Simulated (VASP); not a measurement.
A run of VASP 6.6.1 is set up as follows.

The input INCAR:

```
SYSTEM = NiSb
PREC = Accurate
ENCUT = 600
EDIFF = 1E-7
ISMEAR = 0
SIGMA = 0.1
LREAL = .FALSE.
LASPH = .TRUE.
NELM = 150
ALGO = Normal
ISIF = 3
LWAVE = .FALSE.
LCHARG = .FALSE.
ISPIN = 2
MAGMOM = 1 1 0 0
LORBIT = 11
LMAXMIX = 4
GGA = PE
IVDW = 12
IBRION = 2
NSW = 90
EDIFFG = -0.005
```

KPOINTS

```
regular mesh
0
G
  12 12 8
  0 0 0
```

POSCAR

```
NiSb
1.0
    3.9296697700      0.0000000000      0.0000000000
   -1.9648348800      3.4031938500      0.0000000000
    0.0000000000      0.0000000000      5.1161871700
Ni Sb
2 2
Direct
    0.0000000000      0.0000000000      0.0000000000
    0.0000000000      0.0000000000      0.5000000000
    0.3333333300      0.6666666700      0.2500000000
    0.6666666700      0.3333333300      0.7500000000
```

Potentials or basis: VASP PAW PBE potentials, release 64 (Ni, Sb).

The run is started by

```bash
$ cat potpaw_PBE.64/Ni/POTCAR potpaw_PBE.64/Sb/POTCAR > POTCAR
$ mpirun -np 1 vasp_std > vasp.out
```

(1) Predict the net moment.

(2) Predict the relaxed volume.

(3) Estimate the space group after relaxing (to 0.05 Å).

Results:

(1) 0.00 μB per cell.

(2) 16.94 Å³/atom.

(3) P6_3/mmc (No. 194).

Caveat: pairwise dispersion overbinds metals, which lowers pressure and volume.
